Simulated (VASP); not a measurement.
Method: LDA (Ceperley-Alder, Perdew-Zunger), VASP's LDA PAW potentials (set 64) (plane waves; VASP 6.6.1).

VASP input:

File KPOINTS:
```
Automatic mesh
0
Gamma
2 2 2
0.5 0.5 0.5
```

POSCAR:
```
Y
1
    3.6212220000     0.0000000000     0.0000000000
   -1.8106110000     3.1360700000     0.0000000000
    0.0000000000     0.0000000000    11.6513050000
Y
4
Direct
  0.0016900000  -0.0026250000  -0.0008030000
 -0.0016960000   0.0002940000   0.4998380000
  0.3274900000   0.6618990000   0.2511630000
  0.6725150000   0.3404320000   0.7498020000
```

### INCAR
```
ENCUT  =  240   # plane-wave cut-off (eV)
LASPH  =  .True.   # aspherical one-centre terms
NSW  =  50
ALGO  =  Normal
SIGMA  =  0.1   # width (eV)
PREC  =  Accurate
ISMEAR  =  1   # Methfessel-Paxton
SYSTEM  =  Y
ISIF  =  3
IBRION  =  2   # conjugate gradients
LREAL  =  .False.   # projection in real space or not
EDIFFG  =  -0.01
NELM  =  100   # most electronic steps
LWAVE  =  .False.
LMAXMIX  =  4   # l cut-off of mixed one-centre charges
EDIFF  =  1E-6   # SCF stop (eV)
LCHARG  =  .False.
```

POTCAR, in this order: Y_sv (LDA.64 set). Program: vasp_std.

Output of the run:

**OSZICAR**
```
...
DAV:   5    -0.267696953527E+02    0.10829E-05   -0.20531E-05   816   0.208E-02    0.209E-02
DAV:   6    -0.267696948312E+02    0.52148E-06   -0.97617E-06   600   0.130E-02
   8 F= -.26769695E+02 E0= -.26765124E+02  d E =-.115721E-03
       N       E                     dE             d eps       ncg     rms          rms(c)
DAV:   1    -0.267692107275E+02    0.48463E-03   -0.26755E-01   624   0.369E+00    0.251E-01
DAV:   2    -0.267705210244E+02   -0.13103E-02   -0.21168E-02   784   0.796E-01    0.376E-01
DAV:   3    -0.267700331034E+02    0.48792E-03   -0.55107E-03   998   0.295E-01    0.146E-01
DAV:   4    -0.267698455082E+02    0.18760E-03   -0.63480E-04   924   0.142E-01    0.643E-02
DAV:   5    -0.267698401841E+02    0.53241E-05   -0.15260E-04   784   0.564E-02    0.536E-02
DAV:   6    -0.267698398518E+02    0.33232E-06   -0.77031E-05  1088   0.363E-02    0.449E-02
DAV:   7    -0.267698420557E+02   -0.22039E-05   -0.44744E-05   792   0.276E-02    0.192E-02
DAV:   8    -0.267698450707E+02   -0.30151E-05   -0.12132E-05   650   0.161E-02    0.111E-02
DAV:   9    -0.267698455039E+02   -0.43315E-06   -0.33929E-06   500   0.966E-03
   9 F= -.26769846E+02 E0= -.26765173E+02  d E =-.266394E-03
       N       E                     dE             d eps       ncg     rms          rms(c)
DAV:   1    -0.267702690848E+02   -0.42401E-03   -0.80961E-02   624   0.200E+00    0.185E-01
DAV:   2    -0.267702314402E+02    0.37645E-04   -0.62053E-03   786   0.454E-01    0.181E-01
DAV:   3    -0.267700925112E+02    0.13893E-03   -0.19240E-03  1006   0.179E-01    0.142E-01
DAV:   4    -0.267699376148E+02    0.15490E-03   -0.64624E-04   988   0.126E-01    0.581E-02
DAV:   5    -0.267699432887E+02   -0.56739E-05   -0.96492E-05   744   0.457E-02    0.471E-02
DAV:   6    -0.267699446068E+02   -0.13180E-05   -0.69853E-05   872   0.343E-02    0.407E-02
DAV:   7    -0.267699441257E+02    0.48112E-06   -0.44830E-05   688   0.292E-02    0.180E-02
DAV:   8    -0.267699441818E+02   -0.56129E-07   -0.12771E-05   688   0.179E-02    0.673E-03
DAV:   9    -0.267699442669E+02   -0.85159E-07   -0.11223E-06   348   0.672E-03
  10 F= -.26769944E+02 E0= -.26765390E+02  d E =-.987631E-04
       N       E                     dE             d eps       ncg     rms          rms(c)
DAV:   1    -0.267699943974E+02   -0.50216E-04   -0.10885E-02   642   0.734E-01    0.680E-02
DAV:   2    -0.267699873159E+02    0.70815E-05   -0.82938E-04   778   0.167E-01    0.668E-02
DAV:   3    -0.267699686289E+02    0.18687E-04   -0.26186E-04  1000   0.676E-02    0.523E-02
DAV:   4    -0.267699478985E+02    0.20730E-04   -0.86963E-05   932   0.471E-02    0.214E-02
DAV:   5    -0.267699487546E+02   -0.85608E-06   -0.13573E-05   704   0.174E-02    0.172E-02
DAV:   6    -0.267699489862E+02   -0.23158E-06   -0.94057E-06   568   0.129E-02
  11 F= -.26769949E+02 E0= -.26765437E+02  d E =-.103482E-03
       N       E                     dE             d eps       ncg     rms          rms(c)
DAV:   1    -0.267700916606E+02   -0.14291E-03   -0.43474E-02   624   0.147E+00    0.135E-01
DAV:   2    -0.267700578352E+02    0.33825E-04   -0.32977E-03   778   0.332E-01    0.131E-01
DAV:   3    -0.267699842197E+02    0.73615E-04   -0.10556E-03   990   0.132E-01    0.106E-01
DAV:   4    -0.267699019338E+02    0.82286E-04   -0.35488E-04   980   0.941E-02    0.437E-02
DAV:   5    -0.267699053952E+02   -0.34614E-05   -0.53513E-05   752   0.348E-02    0.350E-02
DAV:   6    -0.267699067622E+02   -0.13670E-05   -0.38692E-05   792   0.254E-02    0.313E-02
DAV:   7    -0.267699067472E+02    0.14985E-07   -0.27746E-05   680   0.225E-02    0.160E-02
DAV:   8    -0.267699065943E+02    0.15285E-06   -0.85039E-06   668   0.144E-02
  12 F= -.26769907E+02 E0= -.26765490E+02  d E =-.610905E-04
       N       E                     dE             d eps       ncg     rms          rms(c)
DAV:   1    -0.267700550459E+02   -0.14830E-03   -0.27347E-02   624   0.116E+00    0.108E-01
DAV:   2    -0.267700426765E+02    0.12369E-04   -0.21006E-03   786   0.263E-01    0.104E-01
DAV:   3    -0.267699965252E+02    0.46151E-04   -0.64036E-04   990   0.108E-01    0.829E-02
DAV:   4    -0.267699435062E+02    0.53019E-04   -0.22481E-04   876   0.742E-02    0.336E-02
DAV:   5    -0.267699453625E+02   -0.18564E-05   -0.36723E-05   792   0.281E-02    0.269E-02
DAV:   6    -0.267699458418E+02   -0.47932E-06   -0.22200E-05   704   0.196E-02    0.233E-02
DAV:   7    -0.267699457524E+02    0.89440E-07   -0.14789E-05   592   0.169E-02    0.113E-02
DAV:   8    -0.267699457469E+02    0.55206E-08   -0.47895E-06   532   0.112E-02
  13 F= -.26769946E+02 E0= -.26765459E+02  d E =-.100243E-03
       N       E                     dE             d eps       ncg     rms          rms(c)
DAV:   1    -0.267699504381E+02   -0.46857E-05   -0.58301E-04   648   0.170E-01    0.154E-02
DAV:   2    -0.267699499767E+02    0.46137E-06   -0.44833E-05   786   0.384E-02    0.157E-02
DAV:   3    -0.267699488679E+02    0.11089E-05   -0.14904E-05   666   0.164E-02    0.120E-02
DAV:   4    -0.267699477942E+02    0.10737E-05   -0.41394E-06   430   0.114E-02    0.583E-03
DAV:   5    -0.267699478551E+02   -0.60941E-07   -0.89941E-07   348   0.540E-03
  14 F= -.26769948E+02 E0= -.26765450E+02  d E =-.102351E-03
       N       E                     dE             d eps       ncg     rms          rms(c)
DAV:   1    -0.267699491769E+02   -0.13827E-05   -0.11483E-04   648   0.757E-02    0.745E-03
DAV:   2    -0.267699489747E+02    0.20221E-06   -0.92127E-06   752   0.169E-02
  15 F= -.26769949E+02 E0= -.26765450E+02  d E =-.103471E-03
       N       E                     dE             d eps       ncg     rms          rms(c)
DAV:   1    -0.267737883115E+02   -0.38391E-02   -0.95857E-02   832   0.185E+00    0.450E-01
DAV:   2    -0.267704071110E+02    0.33812E-02   -0.89635E-03   738   0.546E-01    0.220E-01
DAV:   3    -0.267698341855E+02    0.57293E-03   -0.95718E-03   938   0.413E-01    0.312E-01
DAV:   4    -0.267696599089E+02    0.17428E-03   -0.28757E-03   818   0.206E-01    0.115E-01
DAV:   5    -0.267697388216E+02   -0.78913E-04   -0.16858E-04   762   0.648E-02    0.731E-02
DAV:   6    -0.267698196243E+02   -0.80803E-04   -0.55634E-05   722   0.341E-02    0.493E-02
DAV:   7    -0.267698808377E+02   -0.61213E-04   -0.11407E-04   864   0.434E-02    0.432E-02
DAV:   8    -0.267698853873E+02   -0.45496E-05   -0.36105E-05   672   0.257E-02    0.156E-02
DAV:   9    -0.267698887626E+02   -0.33753E-05   -0.44160E-06   522   0.101E-02    0.126E-02
DAV:  10    -0.267698940459E+02   -0.52833E-05   -0.89144E-06   636   0.137E-02    0.691E-03
DAV:  11    -0.267698944309E+02   -0.38497E-06   -0.13224E-06   348   0.681E-03
  16 F= -.26769894E+02 E0= -.26765069E+02  d E =0.545438E-04
       N       E                     dE             d eps       ncg     rms          rms(c)
DAV:   1    -0.267715770438E+02   -0.16830E-02   -0.39676E-02   832   0.119E+00    0.288E-01
DAV:   2    -0.267701972761E+02    0.13798E-02   -0.36444E-03   740   0.350E-01    0.142E-01
DAV:   3    -0.267699643338E+02    0.23294E-03   -0.39065E-03   936   0.262E-01    0.209E-01
DAV:   4    -0.267698845793E+02    0.79755E-04   -0.12243E-03   828   0.139E-01    0.721E-02
DAV:   5    -0.267699169723E+02   -0.32393E-04   -0.69912E-05   760   0.419E-02    0.471E-02
DAV:   6    -0.267699478834E+02   -0.30911E-04   -0.22663E-05   676   0.215E-02    0.326E-02
DAV:   7    -0.267699731835E+02   -0.25300E-04   -0.49681E-05   744   0.288E-02    0.311E-02
DAV:   8    -0.267699755770E+02   -0.23935E-05   -0.19602E-05   672   0.198E-02    0.978E-03
DAV:   9    -0.267699768027E+02   -0.12257E-05   -0.20677E-06   456   0.740E-03    0.781E-03
DAV:  10    -0.267699788435E+02   -0.20408E-05   -0.31324E-06   540   0.820E-03    0.415E-03
DAV:  11    -0.267699790840E+02   -0.24054E-06   -0.73977E-07   348   0.505E-03
  17 F= -.26769979E+02 E0= -.26765358E+02  d E =-.301094E-04
```

File OUTCAR:
```
------------------------ aborting loop because EDIFF is reached ----------------------------------------
  FORCE on cell =-STRESS in cart. coord.  units (eV):
  Direction    XX          YY          ZZ          XY          YZ          ZX
  --------------------------------------------------------------------------------------
  Total        0.0049455     -0.0306165     -0.0161741      0.0111724     -0.0000361     -0.0000354
  in kB        0.0632050     -0.3912893     -0.2067099      0.1427865     -0.0004614     -0.0004528
  external PRESSURE =      -0.1782647 kB  Pullay stress =       0.0000000 kB
  volume of cell :      125.36
      direct lattice vectors                 reciprocal lattice vectors
     3.609004665 -0.002983091  0.000031320     0.277216775  0.159778117 -0.000002300
    -1.807087683  3.135316830 -0.000014254     0.000263757  0.319099053 -0.000000206
     0.000087876  0.000007098 11.084257544    -0.000000783 -0.000000041  0.090218041
 POSITION                                       TOTAL-FORCE (eV/Angst)
 -----------------------------------------------------------------------------------
     -1.80369      3.13296      0.00140        -0.003507      0.002376     -0.003628
      3.60698     -0.00290      5.54350         0.002168     -0.000135     -0.003995
     -0.00597      2.08412      2.76838         0.002758      0.002764      0.007053
      1.80665      1.05050      8.31314        -0.001420     -0.005005      0.000571
 -----------------------------------------------------------------------------------
    total drift:                                0.000003      0.000006     -0.000073
  FREE ENERGIE OF THE ION-ELECTRON SYSTEM (eV)
  ---------------------------------------------------
  free  energy   TOTEN  =       -26.7699790840 eV

  energy  without entropy=      -26.7561170883  energy(sigma->0) =      -26.76535842

 reached required accuracy - stopping structural energy minimisation
```
(Selected blocks of OUTCAR.)

### CONTCAR
```
Y
   1.00000000000000
     3.6090046652186212   -0.0029830905047964    0.0000313195787505
    -1.8070876832300800    3.1353168295838016   -0.0000142536961405
     0.0000878757864189    0.0000070981418711   11.0842575439124076
  Y
     4
Direct
     0.0005652572072894    0.9992496902807234    0.0001273388047517
     0.9994382617557186    0.0000242971766486    0.5001205191968447
     0.3313347985304254    0.6650378564890760    0.2497579552466375
     0.6686606825065621    0.3356881560535451    0.7499941867517658
```

**OUTCAR**
```
 val. band max:        3.0603623108   @ k =   0.2500   0.0000   0.2500

 cond. band min:       3.1323335114   @ k =   0.5000  -0.2500   0.2500


 Fermi energy:         3.0903163458

 k-point     1 :       0.2500    0.2500    0.2500
  band No.  band energies     occupation
      1     -39.2309      2.00000
      2     -39.2254      2.00000
      3     -39.1780      2.00000
      4     -39.1742      2.00000
      5     -19.6416      2.00000
      6     -19.6115      2.00000
      7     -19.5909      2.00000
      8     -19.5212      2.00000
      9     -19.4545      2.00000
     10     -19.4357      2.00000
     11     -19.3258      2.00000
     12     -19.3107      2.00000
     13     -19.2953      2.00000
     14     -19.2264      2.00000
     15     -19.1633      2.00000
     16     -19.1480      2.00000
     17       1.4625      2.00000
     18       1.6680      2.00000
     19       2.0445      2.00000
     20       2.3239      2.00000
     21       2.6361      2.00000
     22       2.7008      2.00000
     23       3.1330      0.34570
     24       3.1568      0.10630
     25       3.7004     -0.00000
     26       3.8359     -0.00000

 k-point     2 :      -0.2500    0.5000    0.2500
  band No.  band energies     occupation
      1     -39.2310      2.00000
      2     -39.2256      2.00000
      3     -39.1782      2.00000
      4     -39.1744      2.00000
      5     -19.6403      2.00000
      6     -19.6104      2.00000
      7     -19.5890      2.00000
      8     -19.5194      2.00000
      9     -19.4537      2.00000
     10     -19.4362      2.00000
     11     -19.3258      2.00000
     12     -19.3118      2.00000
     13     -19.2958      2.00000
     14     -19.2252      2.00000
     15     -19.1642      2.00000
     16     -19.1479      2.00000
     17       1.4565      2.00000
     18       1.6650      2.00000
     19       2.0465      2.00000
     20       2.3289      2.00000
     21       2.6388      2.00000
     22       2.7021      2.00000
...
```

At this cut-off the stress carries a Pulay error, which pulls relaxed volumes low. Energy and stress use the plane-wave basis of the starting cell.

The structure was generated: Y was put into an ordered model structure, which need not be its known phase. In the starting cell atoms are displaced from their ideal sites. This run relaxes it. The k-mesh is coarse (spacing up to 1.01 per Å, 2π included), so the numbers may not be converged in it. The run is one of a series of settings (EDIFFG = -0.01, ENCUT = 240, GGA removed, IBRION = 2, ISIF = 3, NSW = 50, KPOINTS 2×2×2 Γ-centred mesh shifted by (0.5, 0.5, 0.5), POTCAR Y_sv (LDA.64 set) against the base run), some of them coarse on purpose.
